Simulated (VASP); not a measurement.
Here is the system:

```xyz
2
Lattice="0.0000 2.7237 2.7237 2.7237 0.0000 2.7237 2.7237 2.7237 0.0000" Properties=species:S:1:pos:R:3 pbc="T T T"
Zn     0.0000     0.0000     0.0000
S      1.3618     1.3618     1.3618
```

Method: Hartree-Fock, VASP's PBE PAW potentials (set 64) (plane waves; VASP 6.6.1). Run with 520 eV cut-off, 6×6×6 Γ-centred mesh, Gaussian smearing of 0.050 eV, potentials Zn S.

Give the stress tensor in GPa (positive for a compressed cell).

```
5.86  0.00  0.00
0.00  5.86  0.00
0.00  0.00  5.86
```
The pressure is its mean diagonal, 5.86 GPa.

The compound is ZnS in the zinc blende structure. It was relaxed first. The cell's shape comes from a PBE relaxation.
